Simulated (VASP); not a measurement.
# Si2MoN4 in VASP: relaxation of cell and atoms with LDA

Aim: the relaxation of cell and atoms of Si2MoN4 with LDA.

All numbers are computed with VASP 6.6.1; they aren't measurements. Logs are shortened: lines on timing, memory, paths and dates and some standing lists are left out, and cuts for length are marked.

## (1) The sheet as given

The cell holds a sheet with vacuum, 7 atoms: a = 2.910 Å, b = 2.910 Å, c = 23.000 Å, α = 90.00°, β = 90.00°, γ = 120.00°.

The cell was built by a generator and needn't be a form met in nature.

## (2) Relaxation of cell and atoms, LDA

Input file INCAR:

```
SYSTEM = Si2MoN4
  ALGO = Fast
  EDIFF = 1E-7
  EDIFFG = -0.005
  ENCUT = 600
  GGA = CA
  IBRION = 2
  ISIF = 3
  ISMEAR = 0
  KPAR = 2
  LASPH = .TRUE.
  LATTICE_CONSTRAINTS = .TRUE. .TRUE. .FALSE.
  LCHARG = .FALSE.
  LREAL = .FALSE.
  LWAVE = .FALSE.
  NELM = 120
  NSW = 40
  PREC = Accurate
  SIGMA = 0.03
```

Input file KPOINTS:

```
k-points
0
G
  18 18 1
  0 0 0
```

Input file POSCAR:

```
Si2MoN4
1.0
    2.9100000000      0.0000000000      0.0000000000
   -1.4550000000      2.5201339300      0.0000000000
    0.0000000000      0.0000000000     23.0000000000
N Si Mo
4 2 1
Direct
    0.3333330000      0.6666670000      0.3478260900
    0.6666670000      0.3333330000      0.4456521700
    0.6666670000      0.3333330000      0.5543478300
    0.3333330000      0.6666670000      0.6521739100
    0.6666670000      0.3333330000      0.3695652200
    0.6666670000      0.3333330000      0.6304347800
    0.0000000000      0.0000000000      0.5000000000
```

Potentials or basis: VASP PAW LDA potentials, release 64 (N, Si, Mo_sv).

Run with:

```sh
$ cat potpaw_LDA.64/N/POTCAR potpaw_LDA.64/Si/POTCAR potpaw_LDA.64/Mo_sv/POTCAR > POTCAR
$ mpirun -np 2 vasp_std > vasp.out
```

OUTCAR:

```text
SYSTEM = Si2MoN4
   EDIFF = 1E-7
   EDIFFG = -0.005
   ENCUT = 600
   GGA = CA
   IBRION = 2
   ISIF = 3
   ISMEAR = 0
   LASPH = .TRUE.
   LREAL = .FALSE.
   NELM = 120
   NSW = 40
   PREC = Accurate

 ion  position               nearest neighbor table
   1  0.333  0.667  0.348-   5 1.75   5 1.75   5 1.75
   2  0.667  0.333  0.446-   5 1.75   7 2.09   7 2.09   7 2.09
   3  0.667  0.333  0.554-   6 1.75   7 2.09   7 2.09   7 2.09
   4  0.333  0.667  0.652-   6 1.75   6 1.75   6 1.75
   5  0.667  0.333  0.370-   2 1.75   1 1.75   1 1.75   1 1.75
   6  0.667  0.333  0.630-   3 1.75   4 1.75   4 1.75   4 1.75
   7  0.000  0.000  0.500-   2 2.09   3 2.09   2 2.09   3 2.09   2 2.09   3 2.09

  LATTYP: Found a hexagonal cell.
 ALAT       =     2.9100000000
 C/A-ratio  =     7.9037800687

  Lattice vectors:

 A1 = (   2.9100000000,   0.0000000000,   0.0000000000)
 A2 = (  -1.4550000000,   2.5201339300,   0.0000000000)
 A3 = (   0.0000000000,   0.0000000000,  23.0000000000)

Analysis of symmetry for initial positions (statically):
=====================================================================
 Subroutine PRICEL returns:
 Original cell was already a primitive cell.

 Routine SETGRP: Setting up the symmetry group for a
 hexagonal supercell.

 Subroutine GETGRP returns: Found 12 space group operations
 (whereof 12 operations were pure point group operations)
 out of a pool of 24 trial point group operations.

The static configuration has the point symmetry D_3h.

Analysis of symmetry for dynamics (positions and initial velocities):
=====================================================================
 Subroutine PRICEL returns:
 Original cell was already a primitive cell.

 Routine SETGRP: Setting up the symmetry group for a
 hexagonal supercell.

 Subroutine GETGRP returns: Found 12 space group operations
 (whereof 12 operations were pure point group operations)
 out of a pool of 24 trial point group operations.

The dynamic configuration has the point symmetry D_3h.

 Subroutine INISYM returns: Found 12 space group operations
 (whereof 12 operations are pure point group operations),
 and found     1 'primitive' translations

----------------------------------------------------------------------------------------

                                     Primitive cell

  volume of cell :     168.6726

  direct lattice vectors                    reciprocal lattice vectors
     2.910000000  0.000000000  0.000000000     0.343642612  0.198402154  0.000000000
    -1.455000000  2.520133930  0.000000000     0.000000000  0.396804308  0.000000000
     0.000000000  0.000000000 23.000000000     0.000000000  0.000000000  0.043478261

  length of vectors
     2.910000000  2.910000004 23.000000000     0.396804309  0.396804308  0.043478261

  position of ions in fractional coordinates (direct lattice)
     0.333333000  0.666667000  0.347826090
     0.666667000  0.333333000  0.445652170
     0.666667000  0.333333000  0.554347830
     0.333333000  0.666667000  0.652173910
     0.666667000  0.333333000  0.369565220
     0.666667000  0.333333000  0.630434780
     0.000000000  0.000000000  0.500000000

  ion indices of the primitive-cell ions
   primitive index   ion index
                 1           1
                 2           2
                 3           3
                 4           4
                 5           5
                 6           6
                 7           7

----------------------------------------------------------------------------------------

 KPOINTS: k-points

Automatic generation of k-mesh.
 Grid dimensions read from file:
 generate k-points for:   18   18    1

 Generating k-lattice:

  Cartesian coordinates                     Fractional coordinates (reciprocal lattice)
     0.019091256  0.011022342  0.000000000     0.055555556  0.000000000  0.000000000
     0.000000000  0.022044684  0.000000000     0.000000000  0.055555556  0.000000000
     0.000000000  0.000000000  0.043478261     0.000000000  0.000000000  1.000000000

  Length of vectors
     0.022044684  0.022044684  0.043478261

  Shift w.r.t. Gamma in fractional coordinates (k-lattice)
     0.000000000  0.000000000  0.000000000

 Subroutine IBZKPT returns following result:
 ===========================================

 Found     37 irreducible k-points:

 Following reciprocal coordinates:
            Coordinates               Weight
  0.000000  0.000000  0.000000      1.000000
  0.055556  0.000000  0.000000      6.000000
  0.111111  0.000000  0.000000      6.000000
  0.166667 -0.000000  0.000000      6.000000
  0.222222  0.000000  0.000000      6.000000
  0.277778 -0.000000  0.000000      6.000000
[... 16 lines left out ...]
  0.333333  0.111111  0.000000     12.000000
  0.388889  0.111111  0.000000     12.000000
 [... further k-points ...]
   k-points           NKPTS =     37   k-points in BZ     NKDIM =     37   number of bands    NBANDS=     25
   number of dos      NEDOS =    301   number of ions     NIONS =      7
   total plane-waves  NPLWV = 110592
   dimension x,y,z NGX =    24 NGY =   24 NGZ =  192
   dimension x,y,z NGXF=    48 NGYF=   48 NGZF=  384
   ions per type =               4   2   1
   NGX,Y,Z   is equivalent  to a cutoff of  13.71, 13.71, 13.88 a.u.
   NGXF,Y,Z  is equivalent  to a cutoff of  27.42, 27.42, 27.76 a.u.
 SYSTEM =  Si2MoN4
   PREC   = accura    normal or accurate (medium, high low for compatibility)
   ISTART =      0    job   : 0-new  1-cont  2-samecut
   ICHARG =      2    charge: 1-file 2-atom 10-const
   ISPIN  =      1    spin polarized calculation?
   LNONCOLLINEAR =      F non collinear calculations
   LSORBIT =      F    spin-orbit coupling
   LASPH  =      T    aspherical Exc in radial PAW
   ENCUT  =  600.0 eV  44.10 Ry    6.64 a.u.   5.81  5.81 45.94*2*pi/ulx,y,z
   NELM   =    120;   NELMIN=  2; NELMDL= -5     # of ELM steps
   EDIFF  = 0.1E-06   stopping-criterion for ELM
   LREAL  =      F    real-space projection
   EDIFFG = -.5E-02   stopping-criterion for IOM
   NSW    =     40    number of steps for IOM
   IBRION =      2    ionic relax: 0-MD 1-quasi-New 2-CG
   NFREE  =      1    steps in history (QN), initial steepest desc. (CG)
   ISIF   =      3    stress and relaxation
   ISYM   =      2    0-nonsym 1-usesym 2-fastsym
   POTIM  = 0.5000    time-step for ionic-motion
   TEBEG  =    0.0;   TEEND  =   0.0 temperature during run
   PSTRESS=    0.0 pullay stress
   NELECT =      42.0000    total number of electrons
   NUPDOWN=      -1.0000    fix difference up-down
   EMIN   =  10.00;   EMAX   =-10.00  energy-range for DOS
   EFERMI =   0.00;   METHOD = LEGACY
   ISMEAR =     0;   SIGMA  =   0.03  broadening in eV -4-tet -1-fermi 0-gaus
   EFERMI_NEDOS =   21; number of points for ismear=-14 and -15
   IALGO  =     68    algorithm
   IMIX   =      4    mixing-type and parameters
     AMIX     =   0.40;   BMIX     =  1.00
     AMIX_MAG =   1.60;   BMIX_MAG =  1.00
  volume/ion in A,a.u.               =      24.10       162.61
  Fermi-wavevector in a.u.,A,eV,Ry     =   1.029935  1.946295 14.432597  1.060766
  Thomas-Fermi vector in A             =   2.164008
   LORBIT       =      0    0 simple, 1 ext, 2 COOP (PROOUT), +10 PAW based schemes
   GGA     = CA    functional components
   LHFCALC =     F    Hartree Fock is set to
   AEXX    =    0.0000 exact exchange contribution
   IVDW    =     0    specifies the selected vdW correction
   LEPSILON=     F    determine dielectric tensor
   LRPA    =     F    only Hartree local field effects (RPA)
 conjugate gradient relaxation of ions
 non-spin polarized calculation
 RMM-DIIS sequential band-by-band and
 Gauss-broadening in eV      SIGMA  =   0.03
  energy-cutoff  :      600.00
  volume of cell :      168.67
 maximum number of plane-waves:      5664
 NGX is ok and might be reduce to    24
   NGX = 11   NGY = 11   NGZ = 91

--------------------------------------- Ionic step        1  -------------------------------------------

 number of electron      42.0000003 magnetization

 Free energy of the ion-electron system (eV)
  ---------------------------------------------------
  ext. energy  EPLUGINS =         0.00000000
  ---------------------------------------------------
  free energy    TOTEN  =       -68.27198094 eV

  energy without entropy =      -68.27198094  energy(sigma->0) =      -68.27198094

------------------------ aborting loop because EDIFF is reached ----------------------------------------

  FORCE on cell =-STRESS in cart. coord.  units (eV):
  Direction    XX          YY          ZZ          XY          YZ          ZX
  --------------------------------------------------------------------------------------
  -------------------------------------------------------------------------------------
  Total       -4.7231410     -4.7231410     -4.2763124      0.0000000     -0.0000000      0.0000000
  in kB      -44.8639021    -44.8639023    -40.6195924      0.0000000     -0.0000000      0.0000000
  external PRESSURE =     -43.4491323 kB  Pullay stress =       0.0000000 kB
[... 104 lines left out ...]
  FREE ENERGIE OF THE ION-ELECTRON SYSTEM (eV)
  ---------------------------------------------------
  free  energy   TOTEN  =       -68.3381991091 eV

  energy  without entropy=      -68.3381991091  energy(sigma->0) =      -68.33819911

[... ionic steps 4 to 10 ...]

--------------------------------------- Ionic step       11  -------------------------------------------

 number of electron      41.9999999 magnetization

------------------------ aborting loop because EDIFF is reached ----------------------------------------
[... 77 lines left out ...]
--------------------------------------- Ionic step       13  -------------------------------------------

 number of electron      41.9999999 magnetization

 Free energy of the ion-electron system (eV)
  ---------------------------------------------------
  ext. energy  EPLUGINS =         0.00000000
  ---------------------------------------------------
  free energy    TOTEN  =       -68.35570355 eV

  energy without entropy =      -68.35570355  energy(sigma->0) =      -68.35570355

 E-fermi :   0.7387     XC(G=0):  -5.5611

 val. band max:        0.5886756670   @ k =   0.0000   0.0000   0.0000
 cond. band min:       2.3606781338   @ k =   0.3333   0.3333   0.0000
 fundamental gap:      1.7720024668
 Fermi energy:         0.7387038827

 k-point     1 :       0.0000    0.0000    0.0000
  band No.  band energies     occupation
      1     -60.4374      2.00000
      2     -34.7853      2.00000
      3     -34.3102      2.00000
      4     -34.3101      2.00000
      5     -18.3100      2.00000
      6     -18.2003      2.00000
[... 661 lines left out ...]
     24       4.1905      0.00000
     25       4.4301      0.00000

 [... further k-points ...]

------------------------ aborting loop because EDIFF is reached ----------------------------------------

  FORCE on cell =-STRESS in cart. coord.  units (eV):
  Direction    XX          YY          ZZ          XY          YZ          ZX
  --------------------------------------------------------------------------------------
  -------------------------------------------------------------------------------------
  Total       -0.0075999     -0.0075999     -0.0705340      0.0000000     -0.0000000      0.0000000
  in kB       -0.0739056     -0.0739056     -0.6859159      0.0000000     -0.0000000      0.0000000
  external PRESSURE =      -0.2779090 kB  Pullay stress =       0.0000000 kB
[... 22 lines left out ...]
  FREE ENERGIE OF THE ION-ELECTRON SYSTEM (eV)
  ---------------------------------------------------
  free  energy   TOTEN  =       -68.3557035514 eV

  energy  without entropy=      -68.3557035514  energy(sigma->0) =      -68.35570355

 reached required accuracy - stopping structural energy minimisation
```

Wall time 22 min (2 MPI ranks of Intel Xeon Platinum 8259CL at 2.50GHz (Skylake/Cascade Lake), shared host); peak memory 0.39 GiB.

Results:

| Property | Result |
| --- | --- |
| Free energy | -68.3557 eV |
| Relaxed volume | 23.54 Å³/atom |
| Relaxed cell | a = 2.876 Å, b = 2.876 Å, c = 23.000 Å, α = 90.00°, β = 90.00°, γ = 120.00° |
| Space group after relaxing (to 0.05 Å) | P-6m2 (No. 187) |
| Energy gained by relaxing | 12.0 meV/atom |
| Ionic steps | 13 |
| Largest force after relaxing | 0.004 eV/Å |
| Band gap on the k mesh | 1.77 eV, indirect (least direct gap 2.15 eV) |

Forces on the atoms (eV/Å):
```
N    0.000  0.000 -0.002
N    0.000  0.000  0.000
N    0.000  0.000  0.000
N    0.000  0.000  0.002
Si   0.000  0.000 -0.004
Si   0.000  0.000  0.004
Mo   0.000  0.000  0.000
```

The path:
| step | energy change (eV) | largest force (eV/Å) | pressure (GPa) | volume (Å³) |
| --- | --- | --- | --- | --- |
| 1 | 0.0000 | 0.3302 | -4.34 | 168.67 |
| 2 | 0.1043 | 1.1420 | 5.29 | 157.87 |
| 3 | -0.0662 | 0.5270 | -1.00 | 164.43 |
| 4 | -0.0657 | 0.6188 | -0.23 | 163.78 |
| 5 | -0.0729 | 0.2076 | -0.63 | 164.11 |
| 6 | -0.0775 | 0.1712 | -0.34 | 164.09 |
| 7 | -0.0802 | 0.1647 | 0.11 | 164.08 |
| 8 | -0.0828 | 0.1154 | -0.09 | 164.61 |
| 9 | -0.0832 | 0.1062 | -0.19 | 164.86 |
| 10 | -0.0836 | 0.0481 | -0.01 | 164.76 |
| 11 | -0.0837 | 0.0362 | -0.05 | 164.78 |
| 12 | -0.0837 | 0.0095 | -0.02 | 164.75 |
| 13 | -0.0837 | 0.0036 | -0.03 | 164.75 |

Final structure:
```
N Si Mo
1.0
     2.87601    0.00000    0.00000
    -1.43800    2.49070    0.00000
     0.00000    0.00000   23.00000
N Si Mo
4 2 1
Direct
  0.33333 0.66667 0.34972
  0.66667 0.33333 0.44647
  0.66667 0.33333 0.55353
  0.33333 0.66667 0.65028
  0.66667 0.33333 0.37123
  0.66667 0.33333 0.62877
  0.00000 0.00000 0.50000
```

A hybrid or GW would open this gap; LDA tends to underestimate it.
